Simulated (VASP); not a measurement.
# Zr (Zirconium): input slips in a relaxation and what they do, part 2 of 2

Aim: see how common mistakes in a VASP relaxation show up, on Zr (Zirconium). The starting structure is a measured crystal structure from the Crystallography Open Database. The first relaxation on each setting starts from this cell expanded by 3 % in volume.

VASP 6.6.1.

Results so far: reference 22.49 Å³ an atom; a k mesh far too coarse 19.41 Å³ an atom.

## Step 5: Relaxation with too few ionic steps

Level of this step: PBEsol; plane waves and PAW (Zr_sv) (VASP).

A slip made on purpose: too few ionic steps. Against step 2 the input has NSW = 2 (also changed: NELM).

INCAR

```
SYSTEM = Zr
PREC = Accurate
ENCUT = 450
EDIFF = 1E-06
NELM = 60
ISMEAR = 1
SIGMA = 0.15
LREAL = .FALSE.
ALGO = Normal
GGA = PS
NBANDS = 18
LORBIT = 11
LWAVE = .FALSE.
LCHARG = .FALSE.
KPAR = 4
IBRION = 2
NSW = 2
ISIF = 3
EDIFFG = -0.004
```

POSCAR

```
Zr
1.0
    3.2640020812      0.0000000000      0.0000000000
   -1.6320010406      2.8267087203      0.0000000000
    0.0000000000      0.0000000000      5.1979637105
Zr
2
Direct
    0.6666666667      0.3333333333      0.7500000000
    0.3333333333      0.6666666667      0.2500000000
```

KPOINTS

```
Automatic mesh
0
Gamma
16 16 10
0 0 0
```

PAW data sets: Zr_sv (PBE family, release 64).

On the command line:

```bash
mpirun -np 4 vasp_std
```

Output:

```text
[banner, memory and clock lines left out]
running    4 mpi-ranks, on    1 nodes
[...]
[... a notice as in an earlier step ...]

 LDA part: xc-table for (Slater+PW92), standard interpolation
 POSCAR, INCAR and KPOINTS ok, starting setup
[...]
entering main loop
       N       E                     dE             d eps       ncg     rms          rms(c)
DAV:   1     0.192811506171E+03    0.19281E+03   -0.12493E+04  6480   0.119E+03
DAV:   2    -0.447315146002E+01   -0.19728E+03   -0.19429E+03  7722   0.358E+02
DAV:   3    -0.186508395532E+02   -0.14178E+02   -0.14036E+02 11702   0.678E+01
DAV:   4    -0.189835358802E+02   -0.33270E+00   -0.33208E+00  7686   0.110E+01
[...]
DAV:  10    -0.181074465532E+02    0.26405E-04   -0.65658E-05  9178   0.446E-02    0.245E-02
DAV:  11    -0.181074454415E+02    0.11118E-05   -0.10296E-05  7104   0.371E-02    0.232E-03
DAV:  12    -0.181074456366E+02   -0.19511E-06   -0.33222E-07  4026   0.436E-03
   1 F= -.18107446E+02 E0= -.18108452E+02  d E =-.181074E+02
[...]
N       E                     dE             d eps       ncg     rms          rms(c)
DAV:   1    -0.215011202175E+02   -0.33937E+01   -0.10877E+02  7680   0.964E+01    0.203E+01
DAV:   2    -0.184581642638E+02    0.30430E+01   -0.78793E+00  6728   0.245E+01    0.541E+00
DAV:   3    -0.179497904143E+02    0.50837E+00   -0.35277E+00  9178   0.126E+01    0.379E+00
DAV:   4    -0.180450322301E+02   -0.95242E-01   -0.26001E-01  8586   0.206E+00    0.150E+00
[...]
DAV:   8    -0.181066274146E+02    0.13663E-04   -0.20389E-05  7992   0.435E-02    0.783E-03
DAV:   9    -0.181066357532E+02   -0.83386E-05   -0.91495E-06  8592   0.192E-02    0.166E-03
DAV:  10    -0.181066357165E+02    0.36658E-07   -0.26981E-07  3598   0.402E-03
   2 F= -.18106636E+02 E0= -.18107229E+02  d E =0.809920E-03
 trial-energy change:    0.000810  1 .order    0.006235   -0.211991    0.224462
 step:   0.5044(harm=  0.4857)  dis= 0.00000  next Energy=   -18.161601 (dE=-0.542E-01)
```

Wall time 15 s (4 MPI ranks of Intel Xeon 6975P-C (Granite Rapids), shared host); peak memory 0.89 GiB.

OUTCAR, selected parts (step 5):

```text
  Total        1.6863001      1.6863001      2.0762356      0.0000000     -0.0000000      0.0000000
  in kB       63.9296515     63.9296515     78.7125695      0.0000000     -0.0000000      0.0000000
  external PRESSURE =      68.8572908 kB  Pullay stress =       0.0000000 kB

 POSITION                                       TOTAL-FORCE (eV/Angst)
 -----------------------------------------------------------------------------------
      1.56369      0.90280      3.74208        -0.000000     -0.000000     -0.000000
     -0.00000      1.80559      1.24736         0.000000      0.000000      0.000000
 -----------------------------------------------------------------------------------
    total drift:                               -0.000000      0.000000     -0.000000

  FREE ENERGIE OF THE ION-ELECTRON SYSTEM (eV)
  ---------------------------------------------------
  free  energy   TOTEN  =       -18.1066357165 eV

  energy  without entropy=      -18.1084141873  energy(sigma->0) =      -18.10722854

[... 1 part as in an earlier step ...]

[... 2 further parts left out ...]
[key lines of the parts left out:]
E-fermi :  10.0069
```

The relaxation used up its 2 ionic steps (NSW) before forces and stress met EDIFFG.

## Step 6: Relaxation with a cutoff far too low

A slip made on purpose: a cutoff far too low. Against step 2 the input has PREC = Normal and ENCUT = 130 (also changed: NELM).

INCAR: that of step 5 with these lines changed.

```diff
@@ -1,4 +1,4 @@
 SYSTEM = Zr
-PREC = Accurate
-ENCUT = 450
+PREC = Normal
+ENCUT = 130
 EDIFF = 1E-06
@@ -16,3 +16,3 @@
 IBRION = 2
-NSW = 2
+NSW = 50
 ISIF = 3
```

POSCAR is that of step 5.

KPOINTS is that of step 5.

On the command line:

```bash
mpirun -np 4 vasp_std
```

Output:

```text
[... set-up lines as in an earlier step ...]
 entering main loop
       N       E                     dE             d eps       ncg     rms          rms(c)
DAV:   1     0.620948709089E+02    0.62095E+02   -0.69410E+03  8654   0.503E+02
DAV:   2    -0.126980552391E+02   -0.74793E+02   -0.72896E+02  9856   0.160E+02
DAV:   3    -0.154707573399E+02   -0.27727E+01   -0.27541E+01  7774   0.251E+01
DAV:   4    -0.155080838471E+02   -0.37327E-01   -0.37302E-01  8960   0.249E+00
[...]
DAV:  11    -0.112502855739E+02   -0.87526E-05   -0.35093E-06  7134   0.898E-03    0.453E-02
DAV:  12    -0.112502798840E+02    0.56899E-05   -0.34026E-07  4030   0.392E-03    0.440E-02
DAV:  13    -0.112502792682E+02    0.61575E-06   -0.32383E-08  3828   0.124E-03
   1 F= -.11250279E+02 E0= -.11250653E+02  d E =-.112503E+02
[...]
-----------------------------------------------------------------------------
|                                                                             |
|     EEEEEEE  RRRRRR   RRRRRR   OOOOOOO  RRRRRR      ###     ###     ###     |
[...]
|     E        R   R    R   R    O     O  R   R                               |
|     E        R    R   R    R   O     O  R    R      ###     ###     ###     |
|     EEEEEEE  R     R  R     R  OOOOOOO  R     R     ###     ###     ###     |
|                                                                             |
|     Orbital orthonormalization failed in the inversion of matrix            |
|     LAPACK: Routine ZPOTRF failed! kpoint: 1 spin: 1                        |
|                                                                             |
|     Possible solutions for this issue are:                                  |
|     - Please check whether the atoms are too close to each other.           |
|     - Decreasing POTIM might help during relaxations or MDs.                |
|     - Deleting CHGCAR or WAVECAR if incompatible with the structure.        |
|     - Try calculating without symmetrizing (ISYM = 0 or ISYM = -1).         |
|     - As last resort: using a different PAW for some of the atoms.          |
|                                                                             |
|       ---->  I REFUSE TO CONTINUE WITH THIS SICK JOB ... BYE!!! <----       |
|                                                                             |
 -----------------------------------------------------------------------------

1
1
1
1
```

Run time: 6 s. Hardware: 4 MPI ranks.

VASP stopped with this message: “Orbital orthonormalization failed in the inversion of matrix LAPACK: Routine ZPOTRF failed! kpoint: 1 spin: 1”.

## Step 7: All runs side by side

```tsv
run	ended	volume (Å³/atom)	change (%)	bulk modulus (GPa)	pressure left (GPa)	core minutes
reference	converged	22.488	-	99.4	0.02	3.57
a functional's name that the tag doesn't take	stopped by VASP	-	-	-	-	0.24
a k mesh far too coarse	converged	19.409	-13.69	110.4	0.01	0.587
too few ionic steps	not converged	-	-	-	-	1.01
a cutoff far too low	stopped by VASP	-	-	-	-	0.4
```

Core minutes are wall time times ranks, summed over the relaxations behind a row (those for a bulk modulus apart), on shared hosts.

## Step 8: Summary of results

```yaml
volume_of_the_reference: 22.49 Å³/atom
volume_against_the_reference_a_k_mesh_far_too_coarse: -13.69 %
run_with_a_functional_s_name_that_the_tag_doesn_t_take: stopped by VASP
run_with_too_few_ionic_steps: not converged
run_with_a_cutoff_far_too_low: stopped by VASP
```

VASP stopped by itself in the runs with a functional's name that the tag doesn't take and a cutoff far too low. The run with too few ionic steps didn't converge. Finished, but with signs in the output that stand out against the reference: a k mesh far too coarse, with the volume changed by -13.7 %, a by -18.5 %, b by -18.5 % and c by +29.8 % (signs: -15.5 GPa at the first ionic step (of the first relaxations, not shown; reference: -5.7 GPa) and an energy that rises by up to 29.9 eV an atom on the way). The reference was restarted once and the runs with a slip weren't, so their cells may not have settled fully. Further runs on this material are not shown.

[Lines on the potential files, build, host, timing and source positions are cut from VASP's logs without a mark.]

[Logs are printed without paths, hosts, clocks, repeated set-up lines and the standing remarks that a program may print on its own settings, such as how far it seeks lower states.]

[Hosts, paths, dates, database ids (printed as entryN), source tags and the programs' standing remarks are cut or masked in the printed files.]
